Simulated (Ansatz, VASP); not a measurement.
# Cross-check of B3H7N (B3H7N (P2_1/c)) between VASP and Ansatz

One calculation is typed for both programs; each brings its own data sets. How far apart do they land? Of the first pair: The structure shown is the start of the Ansatz relaxation below; VASP solves that cell, so the two are compared at the walk's first step.

Main program and level: Ansatz 0.2.0; plane waves, with VASP 6.6.1 beside it; single point at PBEsol.

## 1. Set-up

The cell holds 132 atoms: 36 B, 84 H and 12 N. Cell: a = 10.389 Å, b = 15.146 Å, c = 10.892 Å, α = 88.7°, β = 119.9°, γ = 89.4°. It derives from B3H7N (P2_1/c), repeated 1×3×1. As first built, before any earlier steps moved the atoms (in the runner's words): B3H7N, space group P2_1/c, measured structure (Crystallography Open Database), 1 x 3 x 1 conventional cells; every coordinate displaced by a Gaussian of 0.03 A; bonds to H set to neutron lengths (C-H 1.089, N-H 1.015, O-H 0.983, B-H 1.19 A) where the measured ones are shorter.

## 2. Ansatz: relaxation, PBEsol

Ansatz runs on its default PAW (the set named soft_2) files.

The two programs are compared at the cell with which this relaxation starts, whose forces are those of its first step.

Contents of input.yaml:

```yaml
crystal:
  lattice:
    - [10.3874, 0.04842, 0.18974]
    - [0.07116, 15.1443, 0.23301]
    - [-5.60628, 0.12633, 9.33749]
  atoms:
    - { symbol: B, position: [0.0515, 0.20091, 0.8138] }
    - { symbol: B, position: [0.87738, 0.9587, 0.54304] }
    - { symbol: B, position: [0.78635, 0.09372, 0.03952] }
    - { symbol: B, position: [0.09642, 0.33451, 0.41258] }
    - { symbol: B, position: [0.14357, 0.20591, 8.0e-05] }
    - { symbol: B, position: [0.65157, 0.98745, 0.41181] }
    - { symbol: B, position: [0.59774, 0.1749, 0.93475] }
    - { symbol: B, position: [0.26748, 0.38078, 0.53769] }
    - { symbol: B, position: [0.18188, 0.28502, 0.89959] }
    - { symbol: B, position: [0.7104, 0.98828, 0.58889] }
    - { symbol: B, position: [0.56193, 0.06458, 0.93643] }
    - { symbol: B, position: [0.2617, 0.30561, 0.41405] }
    - { symbol: H, position: [0.41766, 0.14714, 0.97206] }
    - { symbol: H, position: [0.71045, 0.02774, 0.68275] }
    - { symbol: H, position: [0.49183, 0.00417, 0.865] }
    - { symbol: H, position: [0.66556, 0.29658, 0.71607] }
    - { symbol: H, position: [0.03796, 0.29091, 0.78907] }
    - { symbol: H, position: [0.96048, 0.01867, 0.55739] }
    - { symbol: H, position: [0.8482, 0.08037, 0.97309] }
    - { symbol: H, position: [0.1533, 0.25246, 0.41381] }
    - { symbol: H, position: [0.25113, 0.34709, 0.89401] }
    - { symbol: H, position: [0.85339, 0.9612, 0.65034] }
    - { symbol: H, position: [0.69705, 0.02654, 0.0183] }
    - { symbol: H, position: [0.32179, 0.26725, 0.3621] }
    - { symbol: H, position: [0.14516, 0.29672, 0.0033] }
    - { symbol: H, position: [0.70391, 0.05768, 0.50177] }
    - { symbol: H, position: [0.57862, 0.11403, 0.83584] }
    - { symbol: H, position: [0.35005, 0.30421, 0.55812] }
    - { symbol: H, position: [0.99441, 0.19982, 0.90381] }
    - { symbol: H, position: [0.77377, 0.96019, 0.40907] }
    - { symbol: H, position: [0.74701, 0.17767, 0.01711] }
    - { symbol: H, position: [0.15872, 0.33806, 0.55616] }
    - { symbol: H, position: [0.1673, 0.17582, 0.1122] }
    - { symbol: H, position: [0.66605, 0.23008, 0.48315] }
    - { symbol: H, position: [0.57072, 0.2422, 0.86437] }
    - { symbol: H, position: [0.30458, 0.10155, 0.48073] }
    - { symbol: H, position: [0.96716, 0.16465, 0.7076] }
    - { symbol: H, position: [0.91688, 0.88245, 0.55643] }
    - { symbol: H, position: [0.85308, 0.09224, 0.16761] }
    - { symbol: H, position: [0.9643, 0.32978, 0.35783] }
    - { symbol: "N", position: [0.21332, 0.1882, 0.91277] }
    - { symbol: "N", position: [0.72646, 0.3291, 0.67863] }
    - { symbol: "N", position: [0.52841, 0.1323, 0.00999] }
    - { symbol: "N", position: [0.30017, 0.94269, 0.44718] }
    - { symbol: B, position: [0.23319, 0.55229, 0.98432] }
    - { symbol: B, position: [0.80907, 0.41044, 0.51957] }
    - { symbol: B, position: [0.8685, 0.50535, 0.07974] }
    - { symbol: B, position: [0.09076, 0.60213, 0.4794] }
    - { symbol: B, position: [0.44332, 0.49032, 0.07725] }
    - { symbol: B, position: [0.70334, 0.29949, 0.54078] }
    - { symbol: B, position: [0.81985, 0.49722, 0.89985] }
    - { symbol: B, position: [0.26824, 0.68847, 0.56835] }
    - { symbol: B, position: [0.42459, 0.57976, 0.97007] }
    - { symbol: B, position: [0.64377, 0.3982, 0.56703] }
    - { symbol: B, position: [0.8741, 0.40218, 0.01266] }
    - { symbol: B, position: [0.24719, 0.63776, 0.4218] }
    - { symbol: H, position: [0.47841, 0.64812, 0.95954] }
    - { symbol: H, position: [0.53476, 0.44039, 0.53831] }
    - { symbol: H, position: [0.53954, 0.47127, 0.94599] }
    - { symbol: H, position: [0.31053, 0.59887, 0.37321] }
    - { symbol: H, position: [0.21524, 0.59948, 0.06163] }
    - { symbol: H, position: [0.77292, 0.43339, 0.39996] }
    - { symbol: H, position: [0.97962, 0.44346, 0.13309] }
    - { symbol: H, position: [0.10949, 0.53241, 0.54185] }
    - { symbol: H, position: [0.27955, 0.60267, 0.91416] }
    - { symbol: H, position: [0.72954, 0.46026, 0.55541] }
    - { symbol: H, position: [0.89486, 0.3242, 0.03132] }
    - { symbol: H, position: [0.12434, 0.58945, 0.37928] }
    - { symbol: H, position: [0.4754, 0.57723, 0.11379] }
    - { symbol: H, position: [0.58752, 0.35117, 0.44437] }
    - { symbol: H, position: [0.92455, 0.43346, 0.92484] }
    - { symbol: H, position: [0.33388, 0.61202, 0.56229] }
    - { symbol: H, position: [0.3052, 0.48197, 0.06041] }
    - { symbol: H, position: [0.81613, 0.32282, 0.52157] }
    - { symbol: H, position: [0.91853, 0.55308, 0.00372] }
    - { symbol: H, position: [0.15088, 0.66159, 0.57836] }
    - { symbol: H, position: [0.51899, 0.45465, 0.19107] }
    - { symbol: H, position: [0.65845, 0.68549, 0.31876] }
    - { symbol: H, position: [0.77954, 0.53219, 0.78644] }
    - { symbol: H, position: [0.33694, 0.42676, 0.63646] }
    - { symbol: H, position: [0.13036, 0.51713, 0.88559] }
    - { symbol: H, position: [0.93152, 0.42417, 0.61779] }
    - { symbol: H, position: [0.87754, 0.54809, 0.174] }
    - { symbol: H, position: [0.96932, 0.6352, 0.40856] }
    - { symbol: "N", position: [0.4407, 0.48785, 0.9415] }
    - { symbol: "N", position: [0.72692, 0.61725, 0.5511] }
    - { symbol: "N", position: [0.73886, 0.45703, 0.96742] }
    - { symbol: "N", position: [0.19182, 0.39505, 0.38186] }
    - { symbol: B, position: [0.27552, 0.83589, 0.96483] }
    - { symbol: B, position: [0.85485, 0.67872, 0.61865] }
    - { symbol: B, position: [0.90846, 0.80302, 0.00182] }
    - { symbol: B, position: [0.13561, 0.94287, 0.37527] }
    - { symbol: B, position: [0.34862, 0.8254, 0.14971] }
    - { symbol: B, position: [0.70454, 0.68739, 0.44345] }
    - { symbol: B, position: [0.68297, 0.81072, 0.93751] }
    - { symbol: B, position: [0.25356, 0.02968, 0.47476] }
    - { symbol: B, position: [0.32158, 0.93137, 0.06776] }
    - { symbol: B, position: [0.67313, 0.69813, 0.58629] }
    - { symbol: B, position: [0.79291, 0.77418, 0.10891] }
    - { symbol: B, position: [0.25862, 0.92682, 0.55863] }
    - { symbol: H, position: [0.61922, 0.86158, 0.07848] }
    - { symbol: H, position: [0.29852, 0.77471, 0.42669] }
    - { symbol: H, position: [0.81031, 0.71788, 0.19585] }
    - { symbol: H, position: [0.49923, 0.92779, 0.46767] }
    - { symbol: H, position: [0.19211, 0.90974, 0.94549] }
    - { symbol: H, position: [0.8031, 0.74229, 0.6709] }
    - { symbol: H, position: [0.94313, 0.7394, 0.9608] }
    - { symbol: H, position: [0.10945, 0.91182, 0.48128] }
    - { symbol: H, position: [0.33002, 0.00991, 0.07402] }
    - { symbol: H, position: [0.58998, 0.70742, 0.63098] }
    - { symbol: H, position: [0.9323, 0.78242, 0.12964] }
    - { symbol: H, position: [0.31292, 0.88116, 0.66402] }
    - { symbol: H, position: [0.27633, 0.898, 0.15936] }
    - { symbol: H, position: [0.63222, 0.75357, 0.47049] }
    - { symbol: H, position: [0.72139, 0.72517, 0.98784] }
    - { symbol: H, position: [0.24641, 0.01172, 0.59476] }
    - { symbol: H, position: [0.22361, 0.7884, 0.03986] }
    - { symbol: H, position: [0.84005, 0.72997, 0.50639] }
    - { symbol: H, position: [0.78207, 0.83289, 0.89598] }
    - { symbol: H, position: [0.10491, 0.03125, 0.38454] }
    - { symbol: H, position: [0.38975, 0.77892, 0.25327] }
    - { symbol: H, position: [0.58576, 0.0275, 0.30051] }
    - { symbol: H, position: [0.57279, 0.79804, 0.82641] }
    - { symbol: H, position: [0.35505, 0.70808, 0.68766] }
    - { symbol: H, position: [0.23482, 0.8027, 0.85339] }
    - { symbol: H, position: [0.98345, 0.66469, 0.70078] }
    - { symbol: H, position: [0.97838, 0.87085, 0.02707] }
    - { symbol: H, position: [0.03967, 0.91795, 0.26393] }
    - { symbol: "N", position: [0.42692, 0.86235, 0.07693] }
    - { symbol: "N", position: [0.60795, 0.92365, 0.48899] }
    - { symbol: "N", position: [0.71039, 0.85821, 0.06398] }
    - { symbol: "N", position: [0.22184, 0.73286, 0.42938] }
kpoints:
  mp_grid: { grid: [2, 1, 2] }
hamiltonian:
  xc: pbesol
scf:
  occupations: { method: fermi_dirac, width: 0.05 }
output:
  forces: true
  eigenvalues: true
  stress: true
relax:
  f_tol: 0.05
  max_steps: 70
```

The run is started by

```sh
ansatz run input.yaml --threads 4 --pin off --max-ram 15872MiB --backend cpu --events-out ev --progress --plain --runs-dir out
```

Numbers of over 12 decimals in the logs are rounded to 6 here.

The program printed:

```text
Warning: output.stress: scf.convergence.dr2_threshold = 1e-7 eV (the SCF's general default) is looser than the 1.08e-8 eV advised for a printed stress (1e-10 eV for each atom of the cell: 132, of which 108 are counted). What an SCF threshold leaves in a stress goes as its square root, and in the free energy as the threshold itself, and one threshold admits the most on a small cell: [figures from the program's tests c [...]
Engine: ansatz 0.2.0, aarch64-unknown-linux-gnu
Pseudopotentials: kind: paw
Pseudopotential: B, paw, valence charge 3, recommended cutoff 420 eV (normal), B.paw.azcp
Pseudopotential: H, paw, valence charge 1, recommended cutoff 420 eV (normal), H.paw.azcp
Pseudopotential: N, paw, valence charge 5, recommended cutoff 420 eV (normal), N.paw.azcp
Functional definition: PBEsol
  exchange = pbesol_x
  correlation = pbesol_c
Crystal: 132 atoms, lattice volume = 1484.590 Å³
Basis set: ecut = 420 eV, 29009 PW (Γ), exchange–correlation on 144×216×150 points (8 copies of the dense FFT grid, shifted against one another)
Bands: 258, of which v1, the nominal top of the filled ones, is band 126 counted from 1 (125 counted from 0)
Symmetry: 1 space group operations
Space group: P1 (ITA 1), of the structure as read, at distance tolerance 1.1e-4 Å
k-points: 4
Non-local potential: B, projectors of the file, l = 0: 2, l = 1: 2, l = 2: 1
Non-local potential: H, projectors of the file, l = 0: 2, l = 1: 1
Non-local potential: N, projectors of the file, l = 0: 2, l = 1: 2, l = 2: 1
PAW form: soft (Blöchl's): semilocal exchange-correlation on the pseudo side does not see the compensation charge
PAW frozen core: B, regenerated for the run's functional, and the local potential with it (the file was generated under x = pbe(κ = 0.804, μ = 0.219515), c = pbe(β = 0.066725))
PAW frozen core: N, regenerated for the run's functional, and the local potential with it (the file was generated under x = pbe(κ = 0.804, μ = 0.219515), c = pbe(β = 0.066725))
PAW one-centre angular grid: B, 110 points (default); XC on 64 Gauss nodes
PAW one-centre angular grid: H, 110 points (default); XC on 64 Gauss nodes
PAW one-centre angular grid: N, 110 points (default); XC on 64 Gauss nodes
Initial density: superposition of atomic densities (neutral atoms: chi_scale 0, normalization atom), corrected by the library's trained network
Initial wavefunctions: pseudopotential atomic-orbital guess
Functional: x = pbesol(κ = 0.804, μ = 0.123457), c = pbesol(β = 0.046)
SCF iter   1: F=—  HF=-11355.779027 eV  |F-HF|=—  |Δ(HF+E_count)|=         —  Δρ=1.09e-2  dr2=2.30e0  ethr=1.77e-3  ⟨swp⟩=6.0  Hψ=5101  notcnv=0  defer=224
preconditioner: auto → Resta (q_TF=auto, 2.030 Å⁻¹)  ε∞=2.2  [insulator: Δε(μ)=5.093 eV  Ē_g=13.721 eV  σ=0.050 eV  W_gap=1.00  n_scr=212 (ndim 8)  ℏωp=15.3 eV  f_vac=0.221  D(μ)=0.00/eV (n_scr^D=0)  ε∞_Penn≈2.2]
SCF iter   2: F=—  HF=-11355.129902 eV  |F-HF|=—  |Δ(HF+E_count)|=   6.49e-1  Δρ=5.60e-3  dr2=3.48e-1  ethr=9.14e-4  ⟨swp⟩=2.2  Hψ=1453  notcnv=0  defer=482
SCF iter   3: F=—  HF=-11355.045999 eV  |F-HF|=—  |Δ(HF+E_count)|=   8.39e-2  Δρ=1.84e-3  dr2=7.02e-2  ethr=1.38e-4  ⟨swp⟩=2.0  Hψ=1096  notcnv=0  defer=482
SCF iter   4: F=—  HF=-11355.032710 eV  |F-HF|=—  |Δ(HF+E_count)|=   1.33e-2  Δρ=5.11e-4  dr2=4.72e-3  ethr=2.78e-5  ⟨swp⟩=2.0  Hψ=1039  notcnv=0  defer=482
SCF iter   5: F=—  HF=-11355.034900 eV  |F-HF|=—  |Δ(HF+E_count)|=   2.19e-3  Δρ=2.29e-4  dr2=9.65e-4  ethr=1.87e-6  ⟨swp⟩=2.0  Hψ=1692  notcnv=0  defer=482
SCF iter   6: F=—  HF=-11355.035065 eV  |F-HF|=—  |Δ(HF+E_count)|=   1.65e-4  Δρ=9.02e-5  dr2=1.44e-4  ethr=3.83e-7  ⟨swp⟩=2.0  Hψ=1044  notcnv=0  defer=482
SCF iter   7: F=-11355.035120 eV  HF=-11355.035109 eV  |F-HF|=1.14e-5  |Δ(HF+E_count)|=   4.40e-5  Δρ=2.11e-5  dr2=9.36e-6  ethr=2.48e-8  ⟨swp⟩=14.5  Hψ=7738  notcnv=0
SCF 1 converged in 7 iterations: F = -11355.035120 eV  dr2 = 9.36e-6
[...]
- { symbol: H, position: [0.701227, 0.056938, 0.501477] }
    - { symbol: H, position: [0.581132, 0.113749, 0.835980] }
    - { symbol: H, position: [0.353524, 0.303649, 0.559879] }
    - { symbol: H, position: [0.994687, 0.201408, 0.903328] }
    - { symbol: H, position: [0.772894, 0.959045, 0.408525] }
    - { symbol: H, position: [0.748341, 0.176489, 0.017744] }
    - { symbol: H, position: [0.161519, 0.338544, 0.557890] }
    - { symbol: H, position: [0.168053, 0.176903, 0.111741] }
    - { symbol: H, position: [0.668012, 0.230559, 0.484241] }
    - { symbol: H, position: [0.571317, 0.241868, 0.865361] }
    - { symbol: H, position: [0.301913, 0.100953, 0.480323] }
    - { symbol: H, position: [0.967948, 0.165428, 0.707157] }
    - { symbol: H, position: [0.917454, 0.881129, 0.555723] }
    - { symbol: H, position: [0.855029, 0.090701, 0.167976] }
    - { symbol: H, position: [0.967339, 0.330857, 0.359703] }
    - { symbol: N, position: [0.213778, 0.188149, 0.912248] }
    - { symbol: N, position: [0.727270, 0.330002, 0.679690] }
    - { symbol: N, position: [0.530377, 0.132402, 0.010148] }
    - { symbol: N, position: [0.299855, 0.941877, 0.447103] }
    - { symbol: B, position: [0.231571, 0.553174, 0.983247] }
    - { symbol: B, position: [0.808652, 0.410079, 0.520226] }
    - { symbol: B, position: [0.869427, 0.505166, 0.081279] }
    - { symbol: B, position: [0.092324, 0.603707, 0.478899] }
    - { symbol: B, position: [0.442681, 0.490287, 0.076426] }
    - { symbol: B, position: [0.704241, 0.299978, 0.541731] }
    - { symbol: B, position: [0.821406, 0.496746, 0.901429] }
    - { symbol: B, position: [0.269596, 0.688713, 0.568524] }
    - { symbol: B, position: [0.422632, 0.579545, 0.969422] }
    - { symbol: B, position: [0.643703, 0.399329, 0.568244] }
    - { symbol: B, position: [0.875839, 0.401697, 0.013993] }
    - { symbol: B, position: [0.249009, 0.637871, 0.421607] }
    - { symbol: H, position: [0.475534, 0.647538, 0.959309] }
    - { symbol: H, position: [0.534348, 0.442400, 0.539857] }
    - { symbol: H, position: [0.540125, 0.470763, 0.945962] }
    - { symbol: H, position: [0.312687, 0.598173, 0.372921] }
    - { symbol: H, position: [0.212696, 0.600688, 0.060544] }
    - { symbol: H, position: [0.771730, 0.432661, 0.400470] }
    - { symbol: H, position: [0.981078, 0.442782, 0.134724] }
    - { symbol: H, position: [0.111635, 0.533954, 0.540892] }
    - { symbol: H, position: [0.277214, 0.603132, 0.913221] }
[...]
- { symbol: N, position: [0.440435, 0.487439, 0.940778] }
    - { symbol: N, position: [0.727538, 0.616935, 0.551321] }
    - { symbol: N, position: [0.740314, 0.457459, 0.968586] }
    - { symbol: N, position: [0.193599, 0.394523, 0.383296] }
    - { symbol: B, position: [0.272920, 0.836539, 0.963675] }
    - { symbol: B, position: [0.854228, 0.678319, 0.618769] }
    - { symbol: B, position: [0.907130, 0.802412, 0.000868554] }
    - { symbol: B, position: [0.135182, 0.943101, 0.374782] }
    - { symbol: B, position: [0.346250, 0.826274, 0.148654] }
    - { symbol: B, position: [0.703693, 0.686919, 0.443501] }
    - { symbol: B, position: [0.681333, 0.810727, 0.936543] }
    - { symbol: B, position: [0.252134, 0.029357, 0.474179] }
    - { symbol: B, position: [0.318782, 0.932046, 0.066780] }
    - { symbol: B, position: [0.671946, 0.697902, 0.586239] }
    - { symbol: B, position: [0.791989, 0.774151, 0.107975] }
    - { symbol: B, position: [0.257973, 0.927026, 0.558316] }
[...]
- { symbol: H, position: [0.388445, 0.779753, 0.252106] }
    - { symbol: H, position: [0.583518, 0.026773, 0.300462] }
    - { symbol: H, position: [0.571424, 0.798422, 0.825371] }
    - { symbol: H, position: [0.355817, 0.708179, 0.687849] }
    - { symbol: H, position: [0.232756, 0.802937, 0.852451] }
    - { symbol: H, position: [0.982986, 0.663552, 0.700575] }
    - { symbol: H, position: [0.975690, 0.870005, 0.026141] }
    - { symbol: H, position: [0.040077, 0.918200, 0.263418] }
    - { symbol: N, position: [0.424295, 0.862133, 0.075723] }
    - { symbol: N, position: [0.608396, 0.923139, 0.488995] }
    - { symbol: N, position: [0.707693, 0.858365, 0.063080] }
    - { symbol: N, position: [0.222854, 0.733072, 0.429693] }
```

The column dr2 measures how far the density is from self-consistency, as an energy; F and HF (Harris–Foulkes) agree once it is small.

[end of part 1 of 2]

[Lines on the potential files, build, host, timing and source positions are cut from VASP's logs without a mark.]

[Logs are printed without paths, hosts, clocks, repeated set-up lines and the standing remarks that a program may print on its own settings, such as how far it seeks lower states.]

[Hosts, paths, dates, database ids (printed as entryN), source tags and the programs' standing remarks are cut or masked in the printed files.]
